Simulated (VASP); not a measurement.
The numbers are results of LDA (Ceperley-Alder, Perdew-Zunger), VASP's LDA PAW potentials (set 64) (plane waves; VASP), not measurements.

Input for VASP

POSCAR:
```
PbO
1.0
  3.9387265713   0.0000000000   0.0000000000
  0.0000000000   3.9387265713   0.0000000000
  0.0000000000   0.0000000000   4.9941050215
Pb O
2 2
Direct
  0.5000000000   0.0000000000   0.7628355679
  0.0000000000   0.5000000000   0.2371644321
  0.5000000000   0.5000000000   0.0000000000
  0.0000000000   0.0000000000   0.0000000000
```

INCAR:
```
! general
SYSTEM  = PbO
PREC    = Accurate
ENCUT   = 520
LREAL   = .FALSE.
LASPH   = .TRUE.

! electronic loop
EDIFF   = 1E-6
NELM    = 100
ALGO    = Normal
LMAXMIX = 4

! smearing
ISMEAR  = 0
SIGMA   = 0.05

! ions
IBRION  = 2
NSW     = 60
ISIF    = 3
EDIFFG  = -0.02

! output
LWAVE   = .FALSE.
LCHARG  = .FALSE.
```

**KPOINTS**
```
Automatic mesh
0
Gamma
5 5 4
0 0 0
```

POTCAR, in this order: Pb_d O (LDA.64 set). Program: vasp_std.

Output

File OSZICAR:
```
       N       E                     dE             d eps       ncg     rms          rms(c)
DAV:   1     0.459393763860E+03    0.45939E+03   -0.20257E+04   864   0.200E+03
DAV:   2     0.276482619824E+02   -0.43175E+03   -0.42383E+03   944   0.498E+02
DAV:   3    -0.267905420964E+02   -0.54439E+02   -0.52913E+02  1128   0.191E+02
DAV:   4    -0.287206911424E+02   -0.19301E+01   -0.19289E+01   928   0.411E+01
DAV:   5    -0.287890470131E+02   -0.68356E-01   -0.68346E-01  1240   0.722E+00    0.119E+01
DAV:   6    -0.246694583823E+02    0.41196E+01   -0.33560E+01  1400   0.465E+01    0.523E+00
DAV:   7    -0.244622621798E+02    0.20720E+00   -0.31279E+00  1128   0.135E+01    0.244E+00
DAV:   8    -0.244343579200E+02    0.27904E-01   -0.87456E-01  1208   0.670E+00    0.126E+00
DAV:   9    -0.244000601366E+02    0.34298E-01   -0.18860E-01  1352   0.385E+00    0.227E-01
DAV:  10    -0.244014801815E+02   -0.14200E-02   -0.16015E-02   976   0.798E-01    0.633E-02
DAV:  11    -0.244014081084E+02    0.72073E-04   -0.19189E-03  1504   0.366E-01    0.618E-02
DAV:  12    -0.244013779984E+02    0.30110E-04   -0.15545E-04  1224   0.126E-01    0.464E-02
DAV:  13    -0.244013518082E+02    0.26190E-04   -0.17932E-04  1368   0.118E-01    0.602E-03
DAV:  14    -0.244013524607E+02   -0.65254E-06   -0.14663E-05  1040   0.297E-02    0.281E-03
DAV:  15    -0.244013524650E+02   -0.42864E-08   -0.57522E-07   584   0.991E-03
   1 F= -.24401352E+02 E0= -.24401352E+02  d E =-.244014E+02
       N       E                     dE             d eps       ncg     rms          rms(c)
DAV:   1    -0.244041760131E+02   -0.28236E-02   -0.15011E-01  1360   0.409E+00    0.292E-01
DAV:   2    -0.244021557999E+02    0.20202E-02   -0.99421E-03  1136   0.979E-01    0.101E-01
DAV:   3    -0.244018658123E+02    0.28999E-03   -0.10382E-03  1224   0.567E-01    0.463E-02
DAV:   4    -0.244018105875E+02    0.55225E-04   -0.28171E-04  1328   0.240E-01    0.155E-02
DAV:   5    -0.244018085443E+02    0.20432E-05   -0.52394E-05  1360   0.894E-02    0.763E-03
DAV:   6    -0.244018071554E+02    0.13889E-05   -0.10039E-05  1072   0.394E-02    0.149E-03
DAV:   7    -0.244018072369E+02   -0.81531E-07   -0.96694E-07   544   0.946E-03
   2 F= -.24401807E+02 E0= -.24401807E+02  d E =-.454772E-03
       N       E                     dE             d eps       ncg     rms          rms(c)
DAV:   1    -0.244243877530E+02   -0.22581E-01   -0.13429E+00  1360   0.121E+01    0.880E-01
DAV:   2    -0.244060937247E+02    0.18294E-01   -0.90823E-02  1144   0.295E+00    0.305E-01
DAV:   3    -0.244034640583E+02    0.26297E-02   -0.94950E-03  1280   0.170E+00    0.140E-01
DAV:   4    -0.244029620801E+02    0.50198E-03   -0.25630E-03  1320   0.717E-01    0.467E-02
DAV:   5    -0.244029432363E+02    0.18844E-04   -0.47096E-04  1352   0.266E-01    0.228E-02
DAV:   6    -0.244029313496E+02    0.11887E-04   -0.90411E-05  1344   0.116E-01    0.439E-03
DAV:   7    -0.244029319901E+02   -0.64051E-06   -0.75320E-06   976   0.228E-02
   3 F= -.24402932E+02 E0= -.24402932E+02  d E =-.157953E-02
       N       E                     dE             d eps       ncg     rms          rms(c)
DAV:   1    -0.244910264815E+02   -0.88095E-01   -0.53363E+00  1352   0.240E+01    0.178E+00
DAV:   2    -0.244168717454E+02    0.74155E-01   -0.37179E-01  1168   0.592E+00    0.616E-01
DAV:   3    -0.244062099242E+02    0.10662E-01   -0.38260E-02  1296   0.339E+00    0.284E-01
DAV:   4    -0.244041589039E+02    0.20510E-02   -0.10344E-02  1312   0.144E+00    0.944E-02
DAV:   5    -0.244040795028E+02    0.79401E-04   -0.18700E-03  1320   0.529E-01    0.447E-02
DAV:   6    -0.244040339937E+02    0.45509E-04   -0.35026E-04  1360   0.229E-01    0.894E-03
DAV:   7    -0.244040364628E+02   -0.24691E-05   -0.28489E-05   976   0.440E-02    0.297E-03
DAV:   8    -0.244040362562E+02    0.20659E-06   -0.16709E-06   544   0.206E-02
   4 F= -.24404036E+02 E0= -.24404036E+02  d E =-.268379E-02
       N       E                     dE             d eps       ncg     rms          rms(c)
DAV:   1    -0.244048961793E+02   -0.85972E-03   -0.24170E-01  1064   0.419E+00    0.219E-01
DAV:   2    -0.244047301040E+02    0.16608E-03   -0.94022E-03  1168   0.987E-01    0.124E-01
DAV:   3    -0.244042900171E+02    0.44009E-03   -0.11001E-03  1320   0.600E-01    0.265E-02
DAV:   4    -0.244042892206E+02    0.79649E-06   -0.21834E-04  1048   0.162E-01    0.124E-02
DAV:   5    -0.244042874540E+02    0.17666E-05   -0.26600E-05  1256   0.810E-02    0.520E-03
DAV:   6    -0.244042870786E+02    0.37548E-06   -0.30343E-06   664   0.202E-02
   5 F= -.24404287E+02 E0= -.24404287E+02  d E =-.250822E-03
       N       E                     dE             d eps       ncg     rms          rms(c)
DAV:   1    -0.244042955625E+02   -0.81084E-05   -0.19871E-03  1056   0.374E-01    0.202E-02
DAV:   2    -0.244042941471E+02    0.14154E-05   -0.77347E-05  1208   0.895E-02    0.113E-02
DAV:   3    -0.244042904876E+02    0.36594E-05   -0.85322E-06  1256   0.516E-02    0.241E-03
DAV:   4    -0.244042904339E+02    0.53784E-07   -0.13552E-06   464   0.141E-02
   6 F= -.24404290E+02 E0= -.24404290E+02  d E =-.254178E-03
       N       E                     dE             d eps       ncg     rms          rms(c)
DAV:   1    -0.244047650029E+02   -0.47452E-03   -0.24228E-02  1088   0.138E+00    0.112E-01
DAV:   2    -0.244044854804E+02    0.27952E-03   -0.80735E-04  1232   0.315E-01    0.631E-02
DAV:   3    -0.244043850033E+02    0.10048E-03   -0.12175E-04  1248   0.178E-01    0.244E-02
DAV:   4    -0.244043693603E+02    0.15643E-04   -0.46546E-05  1288   0.736E-02    0.412E-03
DAV:   5    -0.244043693788E+02   -0.18509E-07   -0.68240E-06  1016   0.349E-02
   7 F= -.24404369E+02 E0= -.24404369E+02  d E =-.789450E-04
```

### OUTCAR
```
------------------------ aborting loop because EDIFF is reached ----------------------------------------
  FORCE on cell =-STRESS in cart. coord.  units (eV):
  Direction    XX          YY          ZZ          XY          YZ          ZX
  --------------------------------------------------------------------------------------
  Total       -0.0079456     -0.0079456     -0.0666036      0.0000000      0.0000000      0.0000000
  in kB       -0.1674019     -0.1674019     -1.4032404      0.0000000      0.0000000      0.0000000
  external PRESSURE =      -0.5793481 kB  Pullay stress =       0.0000000 kB
  volume of cell :       76.05
      direct lattice vectors                 reciprocal lattice vectors
     3.944392684  0.000000000  0.000000000     0.253524454  0.000000000  0.000000000
     0.000000000  3.944392684 -0.000000000     0.000000000  0.253524454  0.000000000
     0.000000000 -0.000000000  4.887827112     0.000000000  0.000000000  0.204589888
 POSITION                                       TOTAL-FORCE (eV/Angst)
 -----------------------------------------------------------------------------------
      1.97220      3.94439      3.70475        -0.000000     -0.000000      0.016542
      0.00000      1.97220      1.18308         0.000000      0.000000     -0.016542
      1.97220      1.97220     -0.00000         0.000000     -0.000000      0.000000
      3.94439     -0.00000      0.00000        -0.000000      0.000000      0.000000
 -----------------------------------------------------------------------------------
    total drift:                                0.000000      0.000000      0.000000
  FREE ENERGIE OF THE ION-ELECTRON SYSTEM (eV)
  ---------------------------------------------------
  free  energy   TOTEN  =       -24.4043693788 eV

  energy  without entropy=      -24.4043693788  energy(sigma->0) =      -24.40436938

 reached required accuracy - stopping structural energy minimisation
```
(Selected blocks of OUTCAR.)

### CONTCAR
```
PbO
   1.00000000000000
     3.9443926837078083    0.0000000000000000    0.0000000000000000
     0.0000000000000000    3.9443926837078083   -0.0000000000000000
     0.0000000000000000   -0.0000000000000000    4.8878271117535110
  Pb              O
     2     2
Direct
     0.5000000000000000    1.0000000000000000    0.7579538408546153
     0.0000000000000000    0.5000000000000000    0.2420461591453847
     0.5000000000000000    0.5000000000000000    0.0000000000000000
     1.0000000000000000    0.0000000000000000    0.0000000000000000
```

**OUTCAR**
```
 val. band max:        5.3008687329   @ k =   0.0000   0.0000   0.0000

 cond. band min:       6.8075935526   @ k =   0.4000   0.4000   0.0000


 Fermi energy:         5.5457244377

 k-point     1 :       0.0000    0.0000    0.0000
  band No.  band energies     occupation
      1     -13.0834      2.00000
      2     -12.5046      2.00000
      3     -10.7119      2.00000
      4     -10.7119      2.00000
      5     -10.6365      2.00000
      6     -10.6180      2.00000
      7     -10.5239      2.00000
      8     -10.4423      2.00000
      9     -10.4423      2.00000
     10     -10.4369      2.00000
     11     -10.4033      2.00000
     12      -8.9054      2.00000
     13      -1.9762      2.00000
     14      -1.5143      2.00000
     15       0.7999      2.00000
     16       0.7999      2.00000
     17       3.4926      2.00000
     18       3.5300      2.00000
     19       3.5300      2.00000
     20       5.3009      2.00000
     21       7.7975      0.00000
     22      10.8600      0.00000
     23      10.8600      0.00000
     24      10.9197      0.00000

 k-point     2 :       0.2000    0.0000    0.0000
  band No.  band energies     occupation
      1     -12.9918      2.00000
      2     -12.5331      2.00000
      3     -10.6884      2.00000
      4     -10.6875      2.00000
      5     -10.6019      2.00000
      6     -10.5930      2.00000
      7     -10.5347      2.00000
      8     -10.4567      2.00000
      9     -10.4563      2.00000
     10     -10.4242      2.00000
     11     -10.3260      2.00000
     12      -9.0290      2.00000
     13      -2.1564      2.00000
     14      -1.4989      2.00000
     15       0.9748      2.00000
     16       1.0500      2.00000
     17       2.8071      2.00000
     18       3.2542      2.00000
     19       3.3633      2.00000
     20       5.2497      2.00000
     21       8.7047      0.00000
     22       9.0980      0.00000
     23      11.0757      0.00000
     24      11.0757      0.00000
...
```

Unless said otherwise, spin-orbit coupling is left out, though it shifts the bands of the heavy elements here.

The compound is PbO in the litharge structure. This run relaxes it. Symmetry was kept, so distortions that lower it aren't found. The start is the result of an earlier pass.
